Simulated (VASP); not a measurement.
Output of a VASP run:

File OSZICAR:
```
       N       E                     dE             d eps       ncg     rms          rms(c)
DAV:   1    -0.239546474564E+04   -0.23955E+04   -0.46984E+03   192   0.751E+02
DAV:   2    -0.246868269030E+04   -0.73218E+02   -0.66173E+02   260   0.134E+02
DAV:   3    -0.247440976650E+04   -0.57271E+01   -0.56985E+01   236   0.476E+01
DAV:   4    -0.247455778177E+04   -0.14802E+00   -0.14799E+00   280   0.936E+00
DAV:   5    -0.937233202665E+01    0.24652E+04   -0.72519E+00   192   0.166E+01    0.633E+00
DAV:   6    -0.924837006420E+01    0.12396E+00   -0.68788E-01   224   0.493E+00    0.580E+00
DAV:   7    -0.922500048299E+01    0.23370E-01   -0.98165E-02   236   0.179E+00    0.411E+00
DAV:   8    -0.921678697992E+01    0.82135E-02   -0.10133E-02   240   0.636E-01    0.259E+00
DAV:   9    -0.921295415174E+01    0.38328E-02   -0.18673E-03   236   0.306E-01    0.154E+00
DAV:  10    -0.921149526832E+01    0.14589E-02   -0.74604E-04   224   0.199E-01    0.873E-01
DAV:  11    -0.921098349549E+01    0.51177E-03   -0.26393E-04   224   0.120E-01    0.484E-01
DAV:  12    -0.921080406668E+01    0.17943E-03   -0.89277E-05   216   0.712E-02    0.267E-01
DAV:  13    -0.921074101553E+01    0.63051E-04   -0.32819E-05   224   0.440E-02    0.147E-01
DAV:  14    -0.921071949285E+01    0.21523E-04   -0.12646E-05   220   0.276E-02    0.810E-02
DAV:  15    -0.921071232953E+01    0.71633E-05   -0.49301E-06   216   0.174E-02    0.445E-02
DAV:  16    -0.921071003060E+01    0.22989E-05   -0.17915E-06   172   0.109E-02    0.250E-02
DAV:  17    -0.921070934677E+01    0.68384E-06   -0.93716E-07   152   0.848E-03
   1 F= -.92107093E+01 E0= -.92107093E+01  d E =-.186408E-12
```

OUTCAR:
```
------------------------ aborting loop because EDIFF is reached ----------------------------------------
  FORCE on cell =-STRESS in cart. coord.  units (eV):
  Direction    XX          YY          ZZ          XY          YZ          ZX
  --------------------------------------------------------------------------------------
  Total       -0.2023827     -0.2023826     -0.1337461      0.0000000     -0.0000000     -0.0000000
  in kB       -2.9932290     -2.9932282     -1.9780975      0.0000000     -0.0000000     -0.0000000
  external PRESSURE =      -2.6548516 kB  Pullay stress =       0.0000000 kB
  volume of cell :      108.33
      direct lattice vectors                 reciprocal lattice vectors
     4.195680000  0.000000000  0.000000000     0.238340388  0.137605905  0.000000000
    -2.097840000  3.633565000  0.000000000     0.000000000  0.275211810  0.000000000
     0.000000000  0.000000000  7.105730000     0.000000000  0.000000000  0.140731494
 POSITION                                       TOTAL-FORCE (eV/Angst)
 -----------------------------------------------------------------------------------
      0.00000      0.00000      0.00000         0.000000      0.000000      0.000000
     -0.00000      2.42238      1.66331         0.000000      0.000000     -0.124043
      2.09784      1.21119      5.44242        -0.000000     -0.000000      0.124043
 -----------------------------------------------------------------------------------
    total drift:                               -0.000011      0.000020     -0.000359
  FREE ENERGIE OF THE ION-ELECTRON SYSTEM (eV)
  ---------------------------------------------------
  free  energy   TOTEN  =        -9.2107093468 eV

  energy  without entropy=       -9.2107093468  energy(sigma->0) =       -9.21070935

  exchange ACFDT corr.  =         0.00000000  see jH, gK, PRB 81, 115126
```
(Selected blocks of OUTCAR.)

### POSCAR
```
MgI2
1
    4.1956800000     0.0000000000     0.0000000000
   -2.0978400000     3.6335650000     0.0000000000
    0.0000000000     0.0000000000     7.1057300000
Mg I
1 2
Direct
  0.0000000000   0.0000000000   0.0000000000
  0.3333330000   0.6666670000   0.2340800000
  0.6666670000   0.3333330000   0.7659200000
```

### Question
Write an INCAR and KPOINTS that could have produced this output.

### Answer
Several could match; the one computed here: the input of the run itself, HSE06 screened hybrid, plane waves, VASP's PBE PAW potentials (set 64).

### KPOINTS
```
Automatic mesh
0
Gamma
4 4 2
0 0 0
```

### INCAR
```
! general
SYSTEM  =MgI2
PREC    =Accurate
ENCUT   =345
LREAL   =.FALSE.
LASPH   =.TRUE.
ISYM    =3

! electronic loop
EDIFF   =1E-6
NELM    =100
ALGO    =Normal
LMAXMIX =4

! smearing
ISMEAR  =0
SIGMA   =0.01

! functional
GGA     =PE
LHFCALC =.TRUE.
AEXX    =0.25
HFSCREEN=0.2
PRECFOCK=Fast

! ions
ISIF    =2

! output
LWAVE   =.FALSE.
LCHARG  =.FALSE.
```

POTCAR, in this order: Mg I (PBE.64 set). Program: vasp_std.

The structure comes from a computed database's MgI2 entry; how it stands against other phases isn't given here. The cell was not relaxed at this level. The k-mesh is coarse (spacing up to 0.44 per Å, 2π included), so the numbers may not be converged in it. The run is one of a series of settings (ENCUT = 345 against the base run), some of them coarse on purpose.
